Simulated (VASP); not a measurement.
Given:

```yaml
crystal:
  lattice:
    - [-3.30259, 3.30259, 3.00581]
    - [3.30259, -3.30259, 3.00581]
    - [3.30259, 3.30259, -3.00581]
  atoms:
    - { symbol: Hf, position: [0.00000, 0.00000, 0.00000] }
    - { symbol: Hf, position: [0.75000, 0.25000, 0.50000] }
    - { symbol: Si, position: [0.25000, 0.75000, 0.50000] }
    - { symbol: Si, position: [0.50000, 0.50000, 0.00000] }
    - { symbol: O, position: [0.13409, 0.31920, 0.81489] }
    - { symbol: O, position: [0.06920, 0.75431, 0.68511] }
    - { symbol: O, position: [0.50431, 0.31920, 0.18511] }
    - { symbol: O, position: [0.06920, 0.38409, 0.31489] }
    - { symbol: O, position: [0.61591, 0.93080, 0.68511] }
    - { symbol: O, position: [0.68080, 0.86591, 0.18511] }
    - { symbol: O, position: [0.24569, 0.93080, 0.31489] }
    - { symbol: O, position: [0.68080, 0.49569, 0.81489] }
```

Computed with PBE GGA, VASP's PBE PAW potentials (set 64) (plane waves; VASP). Settings: 400 eV cut-off, 5×5×5 Γ-centred mesh, Gaussian smearing of 0.010 eV, potentials Hf_pv Si O.

At this cut-off the stress carries a Pulay error, which pulls relaxed volumes low.

Problem. Give the force on each atom (eV/Å).

Solution. 
| atom | Fx | Fy | Fz |
|---|---|---|---|
| Hf1 | 0.000 | 0.000 | 0.000 |
| Hf2 | 0.000 | 0.000 | 0.000 |
| Si3 | 0.000 | 0.000 | 0.000 |
| Si4 | 0.000 | 0.000 | 0.000 |
| O5 | 0.000 | -0.025 | -0.069 |
| O6 | 0.025 | 0.000 | -0.069 |
| O7 | 0.000 | 0.025 | -0.069 |
| O8 | -0.025 | 0.000 | -0.069 |
| O9 | 0.000 | 0.025 | 0.069 |
| O10 | 0.025 | 0.000 | 0.069 |
| O11 | 0.000 | -0.025 | 0.069 |
| O12 | -0.025 | 0.000 | 0.069 |

Problem. Give the stress tensor in GPa (positive for a compressed cell).

Solution. 
```
-4.96   0.00   0.00
 0.00  -4.96   0.00
 0.00   0.00  -5.22
```
The pressure is its mean diagonal, -5.05 GPa.

The structure comes from a computed database's HfSiO4 entry; how it stands against other phases isn't given here. The cell was not relaxed at this level.
